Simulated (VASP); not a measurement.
Output of a VASP run:

### OSZICAR
```
...
DAV:   5    -0.117792255184E+02    0.23041E-03   -0.73311E-04  1076   0.280E-01    0.103E-01
DAV:   6    -0.117791805332E+02    0.44985E-04   -0.20480E-04  1165   0.167E-01    0.176E-02
DAV:   7    -0.117791854096E+02   -0.48764E-05   -0.24648E-05   900   0.449E-02    0.715E-03
DAV:   8    -0.117791858974E+02   -0.48777E-06   -0.12797E-06   656   0.120E-02
   5 F= -.12882807E+02 E0= -.12882807E+02  d E =-.323833E-02
       N       E                     dE             d eps       ncg     rms          rms(c)
DAV:   1    -0.118887888814E+02   -0.10960E+00   -0.72453E+00   823   0.244E+01    0.186E+00
DAV:   2    -0.118353499510E+02    0.53439E-01   -0.40510E-01   932   0.663E+00    0.102E+00
DAV:   3    -0.118071202217E+02    0.28230E-01   -0.48649E-02   953   0.280E+00    0.412E-01
DAV:   4    -0.118036921122E+02    0.34281E-02   -0.81403E-03  1184   0.956E-01    0.114E-01
DAV:   5    -0.118035627956E+02    0.12932E-03   -0.74911E-04  1131   0.264E-01    0.446E-02
DAV:   6    -0.118035543495E+02    0.84461E-05   -0.94835E-05   977   0.992E-02    0.121E-02
DAV:   7    -0.118035574410E+02   -0.30914E-05   -0.84000E-06   950   0.291E-02    0.464E-03
DAV:   8    -0.118035583325E+02   -0.89157E-06   -0.96781E-07   587   0.940E-03
   6 F= -.12886858E+02 E0= -.12886858E+02  d E =-.728916E-02
       N       E                     dE             d eps       ncg     rms          rms(c)
DAV:   1    -0.118281786243E+02   -0.24621E-01   -0.11452E+00  1025   0.158E+01    0.113E+00
DAV:   2    -0.117945706988E+02    0.33608E-01   -0.64384E-02  1029   0.435E+00    0.538E-01
DAV:   3    -0.117848538674E+02    0.97168E-02   -0.30369E-02  1031   0.271E+00    0.108E-01
DAV:   4    -0.117847719018E+02    0.81966E-04   -0.12672E-03   859   0.389E-01    0.726E-02
DAV:   5    -0.117846759121E+02    0.95990E-04   -0.13062E-04  1163   0.112E-01    0.186E-02
DAV:   6    -0.117846747796E+02    0.11325E-05   -0.14823E-05  1009   0.469E-02    0.475E-03
DAV:   7    -0.117846745806E+02    0.19894E-06   -0.13774E-06   569   0.117E-02
   7 F= -.12886153E+02 E0= -.12886153E+02  d E =0.704846E-03
       N       E                     dE             d eps       ncg     rms          rms(c)
DAV:   1    -0.118143819535E+02   -0.29707E-01   -0.46105E-01  1026   0.103E+01    0.704E-01
DAV:   2    -0.118012734946E+02    0.13108E-01   -0.24695E-02  1031   0.266E+00    0.339E-01
DAV:   3    -0.117973562215E+02    0.39173E-02   -0.12384E-02  1033   0.171E+00    0.662E-02
DAV:   4    -0.117973085623E+02    0.47659E-04   -0.51108E-04   853   0.254E-01    0.432E-02
DAV:   5    -0.117972549217E+02    0.53641E-04   -0.51774E-05  1175   0.707E-02    0.119E-02
DAV:   6    -0.117972499399E+02    0.49819E-05   -0.68973E-06   993   0.341E-02    0.298E-03
DAV:   7    -0.117972500866E+02   -0.14672E-06   -0.55877E-07   457   0.889E-03
   8 F= -.12887237E+02 E0= -.12887237E+02  d E =-.378928E-03
       N       E                     dE             d eps       ncg     rms          rms(c)
DAV:   1    -0.117965361564E+02    0.71378E-03   -0.25878E-02   869   0.144E+00    0.118E-01
DAV:   2    -0.117962488186E+02    0.28734E-03   -0.14401E-03  1048   0.389E-01    0.643E-02
DAV:   3    -0.117961444276E+02    0.10439E-03   -0.25446E-04   986   0.222E-01    0.221E-02
DAV:   4    -0.117961379923E+02    0.64352E-05   -0.23685E-05  1224   0.561E-02    0.842E-03
DAV:   5    -0.117961380551E+02   -0.62780E-07   -0.20085E-06   579   0.199E-02
   9 F= -.12887308E+02 E0= -.12887308E+02  d E =-.715195E-04
```

File OUTCAR:
```
------------------------ aborting loop because EDIFF is reached ----------------------------------------
 Edisp (eV)   -1.09117
  FORCE on cell =-STRESS in cart. coord.  units (eV):
  Direction    XX          YY          ZZ          XY          YZ          ZX
  --------------------------------------------------------------------------------------
  Total       0.01151     0.01151    -0.01441     0.00000     0.00000     0.00000
  in kB       0.24014     0.24014    -0.30076     0.00000     0.00000     0.00000
  external pressure =        0.06 kB  Pullay stress =        0.00 kB
  volume of cell :       76.78
      direct lattice vectors                 reciprocal lattice vectors
     1.921709871 -3.328499352 -0.000000000     0.260184957 -0.150217845 -0.000000000
     1.921709871  3.328499352  0.000000000     0.260184957  0.150217845  0.000000000
     0.000000000 -0.000000000  6.001520600     0.000000000 -0.000000000  0.166624438
 POSITION                                       TOTAL-FORCE (eV/Angst)
 -----------------------------------------------------------------------------------
      0.00000      0.00000      0.00000         0.000000      0.000000     -0.000000
      1.92171      1.10950      1.59335        -0.000000      0.000000     -0.007988
      1.92171     -1.10950      4.40817         0.000000     -0.000000      0.007988
 -----------------------------------------------------------------------------------
    total drift:                               -0.000000      0.000000      0.000000
  FREE ENERGIE OF THE ION-ELECTRON SYSTEM (eV)
  ---------------------------------------------------
  free  energy   TOTEN  =       -12.8873084215 eV

  energy  without entropy=      -12.8873084215  energy(sigma->0) =      -12.88730842

 reached required accuracy - stopping structural energy minimisation
```
(Selected blocks of OUTCAR.)

### POSCAR
```
SnSe2
1
    1.9173078630    -3.3208748480    -0.0000000000
    1.9173078630     3.3208748480    -0.0000000000
    0.0000000000     0.0000000000     6.2080371051
Sn Se
1 2
Direct
  0.0000000000   0.0000000000   0.0000000000
  0.3333330000   0.6666670000   0.2563991436
  0.6666670000   0.3333330000   0.7436008564
```

Task: Reconstruct the remaining input files.

Result: One answer among several that fit: the input of the run itself, PBE GGA with D3 dispersion (Becke-Johnson damping), plane waves, VASP's PBE PAW potentials (set 64).

KPOINTS:
```
Automatic
0
G
6 6 4
0 0 0
```

**INCAR**
```
! general
SYSTEM  = SnSe2
PREC    = Accurate
ENCUT   = 520   ! plane-wave cut-off (eV)
LREAL   = .False.   ! projection in real space or not
LASPH   = .True.   ! aspherical one-centre terms

! electronic loop
EDIFF   = 1E-6   ! SCF stop (eV)
NELM    = 100
ALGO    = Normal   ! blocked Davidson
LMAXMIX = 4

! smearing
ISMEAR  = 0   ! Gaussian
SIGMA   = 0.05   ! width (eV)

! functional
GGA     = PE   ! PBE
IVDW    = 12   ! D3, Becke-Johnson

! ions
IBRION  = 2
NSW     = 60
ISIF    = 3
EDIFFG  = -0.02

! output
LWAVE   = .False.
LCHARG  = .False.
```

POTCAR, in this order: Sn_d Se (PBE.64 set). Program: vasp_std.

Energy and stress use the plane-wave basis of the starting cell.

The compound is SnSe2 in the 1T layered structure. This run relaxes it. Symmetry was kept, so distortions that lower it aren't found. The start is the result of an earlier pass.
